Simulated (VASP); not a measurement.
Consider the following.

```
LaP
1.0
    3.54538     0.00000     0.00000
    0.00000     3.54538     0.00000
    0.00000     0.00000     3.54538
La P
1 1
Cartesian
  0.00000   0.00000   0.00000
  1.77269   1.77269   1.77269
```

Level of theory: r2SCAN meta-GGA, VASP's PBE PAW potentials (set 64) (plane waves; VASP). Settings: 400 eV cut-off, 7×7×7 Γ-centred mesh, Gaussian smearing of 0.050 eV, potentials La P.

Energy and stress use the plane-wave basis of the starting cell.

**Question.** The ions, cell shape and volume are relaxed. Which structure does the run end with?

**Answer.** 
```
LaP
1.0
    3.64739     0.00000     0.00000
    0.00000     3.64739     0.00000
    0.00000     0.00000     3.64739
La P
1 1
Cartesian
  0.00000   0.00000   0.00000
  1.82369   1.82369   1.82369
```
Space group Pm-3m (221), at a tolerance of 0.03 Å.

**Question.** How do energy and volume change from the first to the last step?

**Answer.** The energy (σ→0) changes by -45.1 meV/atom and the volume by +8.9 %, in 3 ionic steps.

| step | E(σ→0) (eV) | max force (eV/Å) | pressure (GPa) | volume (Å³) |
|---|---|---|---|---|
| 1 | -41.4412 | 0.000 | 7.86 | 44.56 |
| 2 | -41.4755 | 0.000 | -4.77 | 52.00 |
| 3 | -41.5315 | 0.000 | -0.05 | 48.52 |

The structure was generated: LaP was put into the CsCl type (Pm-3m), which need not be its known phase. This run relaxes it. Symmetry was kept, so distortions that lower it aren't found.
